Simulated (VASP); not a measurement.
Method: revPBE GGA, VASP's PBE PAW potentials (set 64) (plane waves; VASP 6.6.1).

The input files of a VASP run:

File POSCAR:
```
MgS
1
    0.0000000000     2.6304171403     2.6304171403
    2.6304171403     0.0000000000     2.6304171403
    2.6304171403     2.6304171403     0.0000000000
Mg S
1 1
Direct
  0.0000000000   0.0000000000   0.0000000000
  0.5000000000   0.5000000000   0.5000000000
```

### INCAR
```
ENCUT = 520   ! plane-wave cut-off (eV)
ISMEAR = 0   ! Gaussian
SYSTEM = MgS
LORBIT = 11   ! lm-projected
GGA = RE   ! revPBE
LASPH = .True.   ! aspherical one-centre terms
LCHARG = .False.
LWAVE = .False.
LREAL = .False.   ! projection in real space or not
ICHARG = 11
PREC = Accurate
ALGO = Normal
EDIFF = 1E-7
NELM = 100
SIGMA = 0.05   ! width (eV)
```

**KPOINTS**
```
k-points along high-symmetry lines
15
Line-mode
Reciprocal
  0.000000   0.000000   0.000000 ! GAMMA
  0.500000   0.000000   0.500000 ! X

  0.500000   0.000000   0.500000 ! X
  0.625000   0.250000   0.625000 ! U

  0.375000   0.375000   0.750000 ! K
  0.000000   0.000000   0.000000 ! GAMMA

  0.000000   0.000000   0.000000 ! GAMMA
  0.500000   0.500000   0.500000 ! L

  0.500000   0.500000   0.500000 ! L
  0.500000   0.250000   0.750000 ! W

  0.500000   0.250000   0.750000 ! W
  0.500000   0.000000   0.500000 ! X
```

POTCAR, in this order: Mg S (PBE.64 set). Program: vasp_std. Read from the step before: CHGCAR.

The resulting files:

**OSZICAR**
```
       N       E                     dE             d eps       ncg     rms          rms(c)
DAV:   1     0.229518677423E+02    0.22952E+02   -0.37503E+03  1488   0.806E+02
DAV:   2    -0.614091602702E+01   -0.29093E+02   -0.27792E+02  1960   0.101E+02
DAV:   3    -0.707582206375E+01   -0.93491E+00   -0.93491E+00  1976   0.245E+01
DAV:   4    -0.707920313027E+01   -0.33811E-02   -0.33811E-02  2256   0.158E+00
DAV:   5    -0.707921124696E+01   -0.81167E-05   -0.81167E-05  2072   0.531E-02
DAV:   6    -0.707921130730E+01   -0.60343E-07   -0.60341E-07  2304   0.298E-03
   1 F= -.70792113E+01 E0= -.70792113E+01  d E =-.124862E-12
```

File OUTCAR:
```
 val. band max:        3.5090293714   @ k =   0.0000   0.0000   0.0000

 cond. band min:       6.3317260346   @ k =   0.5000   0.0000   0.5000



 k-point     1 :       0.0000    0.0000    0.0000
  band No.  band energies     occupation
      1      -8.9637      2.00000
      2       3.5090      2.00000
      3       3.5090      2.00000
      4       3.5090      2.00000
      5       7.0901      0.00000
      6      11.5118      0.00000
      7      11.5118      0.00000
      8      11.5118      0.00000

 k-point     2 :       0.0357    0.0000    0.0357
  band No.  band energies     occupation
      1      -8.9478      2.00000
      2       3.4029      2.00000
      3       3.4813      2.00000
      4       3.4813      2.00000
      5       7.2125      0.00000
      6      11.4112      0.00000
      7      11.5670      0.00000
      8      11.5670      0.00000

 k-point     3 :       0.0714    0.0000    0.0714
  band No.  band energies     occupation
      1      -8.9007      2.00000
      2       3.1231      2.00000
      3       3.4015      2.00000
      4       3.4015      2.00000
      5       7.5376      0.00000
      6      11.1447      0.00000
      7      11.7283      0.00000
      8      11.7283      0.00000

 k-point     4 :       0.1071    0.0000    0.1071
  band No.  band energies     occupation
      1      -8.8237      2.00000
      2       2.7422      2.00000
      3       3.2782      2.00000
      4       3.2782      2.00000
      5       7.9784      0.00000
      6      10.7826      0.00000
      7      11.9846      0.00000
      8      11.9847      0.00000

 k-point     5 :       0.1429    0.0000    0.1429
  band No.  band energies     occupation
      1      -8.7187      2.00000
      2       2.3169      2.00000
      3       3.1235      2.00000
      4       3.1235      2.00000
      5       8.4391      0.00000
      6      10.3828      0.00000
      7      11.7231      0.00000
      8      12.3199      0.00000
...
```

The density is held fixed in this step, so its total energy and stress have no physical meaning.

The compound is MgS in the rock salt structure. It was relaxed first.
